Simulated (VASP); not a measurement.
Crystal: TiB2.

```xyz
3
Lattice="3.0259 0.0000 0.0000 -1.5130 2.6205 0.0000 0.0000 0.0000 3.2288" Properties=species:S:1:pos:R:3 pbc="T T T"
Ti    0.0000    0.0000    0.0000
B     0.0000    1.7470    1.6144
B     1.5130    0.8735    1.6144
```

The cell is a database's computed one.

```yaml
Program: VASP 6.6.1
Task: relaxation of cell and atoms
Functional: PBEsol
Potentials_or_basis: VASP PAW PBE potentials, release 64 (Ti_sv, B)
Cutoff: 600 eV
k_mesh: 15 × 15 × 14
Occupations: gaussian, width 0.1 eV
Spin: no spin polarisation
```

At the start: pressure -4.3 GPa; volume 8.53 Å³/atom.

**Question.** How do energy, volume and symmetry change on relaxing?

**Answer.** Over 5 steps the energy falls by 2.8 meV/atom and the volume is 8.38 Å³/atom (-1.8 %); space group P6/mmm (No. 191, to 0.05 Å).

The path:
| step | energy change (eV) | largest force (eV/Å) | pressure (GPa) | volume (Å³) |
| --- | --- | --- | --- | --- |
| 1 | 0.0000 | 0.0000 | -4.27 | 25.60 |
| 2 | -0.0034 | 0.0000 | 4.19 | 24.77 |
| 3 | -0.0076 | 0.0000 | 0.46 | 25.12 |
| 4 | -0.0084 | 0.0000 | -0.04 | 25.14 |
| 5 | -0.0084 | 0.0000 | 0.01 | 25.14 |

Final structure:
```yaml
crystal:
  lattice:
    - [3.01882, 0.00000, 0.00000]
    - [-1.50941, 2.61437, 0.00000]
    - [0.00000, 0.00000, 3.18547]
  atoms:
    - { symbol: Ti, position: [0.00000, 0.00000, 0.00000] }
    - { symbol: B, position: [0.33333, 0.66667, 0.50000] }
    - { symbol: B, position: [0.66667, 0.33333, 0.50000] }
```

Caveat: the PAW data sets were made with another functional, which shifts forces and pressure a little.
